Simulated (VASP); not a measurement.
```yaml
crystal:
  lattice:
    - [1.90500, -3.29956, 0.00000]
    - [1.90500, 3.29956, 0.00000]
    - [0.00000, 0.00000, 6.14000]
  atoms:
    - { symbol: Sn, position: [0.00000, 0.00000, 0.00000] }
    - { symbol: Se, position: [0.33333, 0.66667, 0.25000] }
    - { symbol: Se, position: [0.66667, 0.33333, 0.75000] }
```

The base run (VASP): PBE GGA, plane waves, VASP's PBE PAW potentials (set 64). Settings: 400 eV cut-off, 6×6×4 Γ-centred mesh, Gaussian smearing of 0.050 eV, potentials Sn_d Se.

One setting is varied; ΔE counts from the base run. The base run took about 20 core-seconds. Costs are core time on shared hosts, one run each; read them as rough ratios.

Pressures at a finite cut-off, here 400 eV, hold a Pulay part, which wasn't tested here.

| setting | cost over the base run | electronic steps | ΔE (meV/atom) | pressure (GPa) |
|---|---|---|---|---|
| PREC = Low | within a factor of 2 | 13 | -0.5 | 5.51 |
| PREC = Normal | within a factor of 2 | 13 | 0.0 | 5.36 |
| LASPH = .FALSE. | within a factor of 2 | 13 | 1.0 | 5.37 |
| PREC = Single | within a factor of 2 | 13 | -0.3 | 5.36 |
| base run | reference | 13 | 0.0 | 5.36 |
| ADDGRID = .TRUE. | within a factor of 2 | 13 | 0.0 | 5.36 |
| LREAL = Auto | within a factor of 2 | 13 | -0.1 | 5.38 |

Left out are runs that failed, have no time on record or changed the cell.

The compound is SnSe2 in the 1T layered structure. The cell was not relaxed at this level.
